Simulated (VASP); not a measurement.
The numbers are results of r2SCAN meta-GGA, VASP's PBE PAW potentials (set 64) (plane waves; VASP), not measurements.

The input files of a VASP run:

**POSCAR**
```
KTaO3
1.0
  3.9904486350   0.0000000000   0.0000000000
  0.0000000000   3.9904486350   0.0000000000
  0.0000000000   0.0000000000   3.9904486350
K Ta O
1 1 3
Cart
  1.9952243175   1.9952243175   1.9952243175
  0.0000000000   0.0000000000   0.0000000000
  0.0000000000   1.9952243175   0.0000000000
  1.9952243175   0.0000000000   0.0000000000
  0.0000000000   0.0000000000   1.9952243175
```

INCAR:
```
SYSTEM = KTaO3
PREC = Accurate
ENCUT = 520
EDIFF = 1E-6
NELM = 100
ALGO = Normal
LREAL = .FALSE.
LASPH = .TRUE.
ISMEAR = 0
SIGMA = 0.05
METAGGA = R2SCAN
LMIXTAU = .TRUE.
LMAXMIX = 6
LWAVE = .FALSE.
LCHARG = .FALSE.
IBRION = 2
ISIF = 3
NSW = 60
EDIFFG = -0.02
```

### KPOINTS
```
Automatic
0
gamma
5 5 5
0 0 0
```

POTCAR, in this order: K_sv Ta_pv O (PBE.64 set). Program: vasp_std.

What VASP printed:

### OSZICAR
```
       N       E                     dE             d eps       ncg     rms          rms(c)
DAV:   1     0.279372903467E+03    0.27937E+03   -0.21831E+04   460   0.169E+03
DAV:   2    -0.871865238776E+02   -0.36656E+03   -0.36060E+03   559   0.470E+02
DAV:   3    -0.106311330902E+03   -0.19125E+02   -0.19075E+02   650   0.104E+02
DAV:   4    -0.107108010183E+03   -0.79668E+00   -0.79589E+00   769   0.133E+01
DAV:   5    -0.107113945661E+03   -0.59355E-02   -0.59354E-02   619   0.112E+00    0.367E+01
DAV:   6    -0.881343458778E+02    0.18980E+02   -0.28934E+01   594   0.446E+01    0.140E+01
DAV:   7    -0.867383867199E+02    0.13960E+01   -0.18864E+00   664   0.121E+01    0.726E+00
DAV:   8    -0.907329080603E+02   -0.39945E+01   -0.10904E+00   701   0.106E+01    0.908E-01
DAV:   9    -0.868238148366E+02    0.39091E+01   -0.69145E-01   628   0.766E+00    0.479E-01
DAV:  10    -0.870558948018E+02   -0.23208E+00   -0.66384E-02   684   0.213E+00    0.364E-01
DAV:  11    -0.870378555228E+02    0.18039E-01   -0.11671E-03   635   0.312E-01    0.334E-01
DAV:  12    -0.871515399763E+02   -0.11368E+00   -0.32941E-02   502   0.193E+00    0.711E-02
DAV:  13    -0.871580545639E+02   -0.65146E-02   -0.30432E-03   720   0.524E-01    0.704E-02
DAV:  14    -0.871580722221E+02   -0.17658E-04   -0.50051E-04   581   0.233E-01    0.108E-01
DAV:  15    -0.871584190104E+02   -0.34679E-03   -0.99743E-05   800   0.916E-02    0.687E-02
DAV:  16    -0.871586829005E+02   -0.26389E-03   -0.22906E-04   741   0.144E-01    0.177E-02
DAV:  17    -0.871587140442E+02   -0.31144E-04   -0.19941E-04   538   0.153E-01    0.667E-03
DAV:  18    -0.871588283172E+02   -0.11427E-03   -0.47605E-05   537   0.776E-02    0.374E-03
DAV:  19    -0.871588283760E+02   -0.58804E-07   -0.16252E-06   435   0.131E-02
   1 F= -.87158828E+02 E0= -.87158828E+02  d E =-.871588E+02
       N       E                     dE             d eps       ncg     rms          rms(c)
DAV:   1    -0.871776582327E+02   -0.18830E-01   -0.60814E-01   516   0.775E+00    0.131E+00
DAV:   2    -0.871614626730E+02    0.16196E-01   -0.53959E-02   503   0.177E+00    0.642E-01
DAV:   3    -0.871582504257E+02    0.32122E-02   -0.56714E-03   547   0.766E-01    0.157E-01
DAV:   4    -0.871580690906E+02    0.18134E-03   -0.15061E-03   686   0.325E-01    0.713E-02
DAV:   5    -0.871580301632E+02    0.38927E-04   -0.17191E-04   611   0.145E-01    0.409E-02
DAV:   6    -0.871579468426E+02    0.83321E-04   -0.29731E-04   683   0.180E-01    0.194E-02
DAV:   7    -0.871581310161E+02   -0.18417E-03   -0.14548E-04   523   0.124E-01    0.946E-03
DAV:   8    -0.871581395022E+02   -0.84861E-05   -0.12337E-05   537   0.366E-02    0.392E-03
DAV:   9    -0.871581469789E+02   -0.74767E-05   -0.52891E-06   544   0.256E-02    0.119E-03
DAV:  10    -0.871581472881E+02   -0.30922E-06   -0.35541E-07   356   0.635E-03
   2 F= -.87158147E+02 E0= -.87158147E+02  d E =0.681088E-03
       N       E                     dE             d eps       ncg     rms          rms(c)
DAV:   1    -0.871661590986E+02   -0.80121E-02   -0.20527E-01   474   0.450E+00    0.763E-01
DAV:   2    -0.871606259439E+02    0.55332E-02   -0.17995E-02   474   0.103E+00    0.373E-01
DAV:   3    -0.871595231101E+02    0.11028E-02   -0.19788E-03   518   0.449E-01    0.861E-02
DAV:   4    -0.871594816839E+02    0.41426E-04   -0.48332E-04   685   0.187E-01    0.399E-02
DAV:   5    -0.871594884582E+02   -0.67743E-05   -0.61114E-05   583   0.848E-02    0.239E-02
DAV:   6    -0.871594712062E+02    0.17252E-04   -0.97388E-05   682   0.999E-02    0.114E-02
DAV:   7    -0.871595312333E+02   -0.60027E-04   -0.42553E-05   516   0.655E-02    0.488E-03
DAV:   8    -0.871595319469E+02   -0.71359E-06   -0.44151E-06   551   0.222E-02
   3 F= -.87159532E+02 E0= -.87159532E+02  d E =-.703571E-03
```

**OUTCAR**
```
------------------------ aborting loop because EDIFF is reached ----------------------------------------
  FORCE on cell =-STRESS in cart. coord.  units (eV):
  Direction    XX          YY          ZZ          XY          YZ          ZX
  --------------------------------------------------------------------------------------
  Total        0.0007681      0.0007681      0.0007681     -0.0000000     -0.0000000      0.0000000
  in kB        0.0192878      0.0192878      0.0192878     -0.0000000     -0.0000000      0.0000000
  external PRESSURE =       0.0192878 kB  Pullay stress =       0.0000000 kB
  volume of cell :       63.81
      direct lattice vectors                 reciprocal lattice vectors
     3.995950402  0.000000000  0.000000000     0.250253356 -0.000000000  0.000000000
     0.000000000  3.995950402  0.000000000    -0.000000000  0.250253356  0.000000000
    -0.000000000 -0.000000000  3.995950402    -0.000000000 -0.000000000  0.250253356
 POSITION                                       TOTAL-FORCE (eV/Angst)
 -----------------------------------------------------------------------------------
      1.99798      1.99798      1.99798        -0.000000     -0.000000      0.000000
      0.00000      0.00000      0.00000         0.000000      0.000000      0.000000
      0.00000      1.99798      0.00000         0.000000      0.000000      0.000000
      1.99798      0.00000      0.00000         0.000000      0.000000      0.000000
     -0.00000     -0.00000      1.99798        -0.000000     -0.000000      0.000000
 -----------------------------------------------------------------------------------
    total drift:                                0.000000     -0.000000      0.000000
  FREE ENERGIE OF THE ION-ELECTRON SYSTEM (eV)
  ---------------------------------------------------
  free  energy   TOTEN  =       -87.1595319469 eV

  energy  without entropy=      -87.1595319469  energy(sigma->0) =      -87.15953195

 reached required accuracy - stopping structural energy minimisation
```
(Selected blocks of OUTCAR.)

### CONTCAR
```
KTaO3
   1.00000000000000
     3.9959504024225594    0.0000000000000000    0.0000000000000000
     0.0000000000000000    3.9959504024225594    0.0000000000000000
    -0.0000000000000000   -0.0000000000000000    3.9959504024225594
  K               Ta              O
     1     1     3
Direct
     0.5000000000000000    0.5000000000000000    0.5000000000000000
     0.0000000000000000    0.0000000000000000    0.0000000000000000
     0.0000000000000000    0.5000000000000000    0.0000000000000000
     0.5000000000000000    0.0000000000000000    0.0000000000000000
     0.0000000000000000    0.0000000000000000    0.5000000000000000
```

The structure comes from a computed database's KTaO3 entry (Pm-3m); how it stands against other phases isn't given here. This run relaxes it. Symmetry was kept, so distortions that lower it aren't found. The start is the result of an earlier pass.
